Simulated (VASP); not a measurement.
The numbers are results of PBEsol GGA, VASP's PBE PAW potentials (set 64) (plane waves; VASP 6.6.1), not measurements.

The input files of a VASP run:

### KPOINTS
```
Regular mesh
0
G
9 9 9
```

### INCAR
```
ALGO  =  Normal
EDIFF  =  1E-7
ENCUT  =  400
GGA  =  PS
ISIF  =  2
ISMEAR  =  -5
LASPH  =  .TRUE.
LCHARG  =  .TRUE.
LORBIT  =  11
LREAL  =  .FALSE.
LWAVE  =  .FALSE.
NEDOS  =  601
NELM  =  100
PREC  =  Accurate
SYSTEM  =  MgS
```

POSCAR:
```
MgS
1
   -0.0000000000     2.8246643831     2.8246643831
    2.8246643831    -0.0000000000     2.8246643831
    2.8246643831     2.8246643831     0.0000000000
Mg S
1 1
Direct
  0.0000000000   0.0000000000   0.0000000000
  0.7500000000   0.7500000000   0.7500000000
```

POTCAR, in this order: Mg S (PBE.64 set). Program: vasp_std.

What VASP printed:

### OSZICAR
```
       N       E                     dE             d eps       ncg     rms          rms(c)
DAV:   1     0.199213425595E+02    0.19921E+02   -0.30240E+03   560   0.627E+02
DAV:   2    -0.835936795448E+01   -0.28281E+02   -0.28245E+02   760   0.978E+01
DAV:   3    -0.939575582877E+01   -0.10364E+01   -0.10364E+01   704   0.258E+01
DAV:   4    -0.940019366164E+01   -0.44378E-02   -0.44378E-02   920   0.193E+00
DAV:   5    -0.940019658211E+01   -0.29205E-05   -0.29205E-05   688   0.483E-02    0.373E+00
DAV:   6    -0.895611728459E+01    0.44408E+00   -0.12633E+00   560   0.527E+00    0.281E+00
DAV:   7    -0.891584842086E+01    0.40269E-01   -0.23696E-01   656   0.243E+00    0.203E+00
DAV:   8    -0.891747830136E+01   -0.16299E-02   -0.11473E-02   624   0.917E-01    0.839E-01
DAV:   9    -0.891710467450E+01    0.37363E-03   -0.88763E-04   840   0.202E-01    0.322E-01
DAV:  10    -0.891721185035E+01   -0.10718E-03   -0.20520E-04   592   0.913E-02    0.221E-02
DAV:  11    -0.891721985466E+01   -0.80043E-05   -0.10662E-05   664   0.214E-02    0.420E-02
DAV:  12    -0.891721957781E+01    0.27684E-06   -0.15945E-06   736   0.733E-03    0.377E-03
DAV:  13    -0.891721964166E+01   -0.63851E-07   -0.47778E-08   624   0.142E-03
   1 F= -.89172196E+01 E0= -.89172196E+01  d E =0.000000E+00
```

**OUTCAR**
```
------------------------ aborting loop because EDIFF is reached ----------------------------------------
  FORCE on cell =-STRESS in cart. coord.  units (eV):
  Direction    XX          YY          ZZ          XY          YZ          ZX
  --------------------------------------------------------------------------------------
  Total        0.0008605      0.0008605      0.0008605      0.0000000      0.0000000      0.0000000
  in kB        0.0305850      0.0305850      0.0305850      0.0000000      0.0000000      0.0000000
  external PRESSURE =       0.0305850 kB  Pullay stress =       0.0000000 kB
  volume of cell :       45.07
      direct lattice vectors                 reciprocal lattice vectors
     0.000000000  2.824664383  2.824664383    -0.177012180  0.177012180  0.177012180
     2.824664383  0.000000000  2.824664383     0.177012180 -0.177012180  0.177012180
     2.824664383  2.824664383  0.000000000     0.177012180  0.177012180 -0.177012180
 POSITION                                       TOTAL-FORCE (eV/Angst)
 -----------------------------------------------------------------------------------
      0.00000      0.00000      0.00000        -0.000000     -0.000000     -0.000000
      4.23700      4.23700      4.23700         0.000000      0.000000      0.000000
 -----------------------------------------------------------------------------------
    total drift:                               -0.000000     -0.000000     -0.000000
  FREE ENERGIE OF THE ION-ELECTRON SYSTEM (eV)
  ---------------------------------------------------
  free  energy   TOTEN  =        -8.9172196417 eV

  energy  without entropy=       -8.9172196417  energy(sigma->0) =       -8.91721964

 total charge

# of ion       s       p       d       tot
------------------------------------------
    1        0.165   0.148   0.039   0.352
    2        1.305   2.484   0.000   3.789
--------------------------------------------------
tot          1.471   2.632   0.039   4.141
```
(Selected blocks of OUTCAR.)

The structure comes from a computed database's MgS entry (F-43m); how it stands against other phases isn't given here. It was relaxed first.
